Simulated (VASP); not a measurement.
Shape and ions are relaxed at each volume.

Data:

```cif
data_O4Si2
_chemical_formula_sum 'Si2 O4'
_space_group_name_H-M_alt 'P 1'
_space_group_IT_number 1
_cell_length_a 4.18120
_cell_length_b 4.18120
_cell_length_c 2.67731
_cell_angle_alpha 90.000
_cell_angle_beta 90.000
_cell_angle_gamma 90.000
loop_
_space_group_symop_operation_xyz
  'x, y, z'
loop_
_atom_site_label
_atom_site_type_symbol
_atom_site_fract_x
_atom_site_fract_y
_atom_site_fract_z
_atom_site_occupancy
Si1 Si 0.00000 0.00000 0.00000 1
Si2 Si 0.50000 0.50000 0.50000 1
O1 O 0.30613 0.30613 0.00000 1
O2 O 0.80613 0.19387 0.50000 1
O3 O 0.19387 0.80613 0.50000 1
O4 O 0.69387 0.69387 0.00000 1
```

Computed with MS2 meta-GGA, VASP's PBE PAW potentials (set 64) (plane waves; VASP 6.6.1). Numerical set-up: 520 eV cut-off, 5×5×8 Γ-centred mesh, Gaussian smearing of 0.050 eV, potentials Si O.

Question: Give the energy at these volumes per atom, relative to the lowest: 7.33, 7.56, 7.79, 8.03, 8.26 Å³.

Answer: 30.6, 7.4, 0.0, 5.7, 22.2 meV/atom. A third-order Birch-Murnaghan fit gives B0 = 296 GPa and B0′ = 5.4.

Measured: bulk modulus 310 GPa at 300 K (computed value off by -4.3 %), as given by arXiv:1001.2066. The calculation is for a static lattice, while the measured bulk modulus holds thermal and zero-point effects, which are part of the difference.

The compound is SiO2 in the rutile structure, stishovite, a high-pressure form. It was relaxed first.
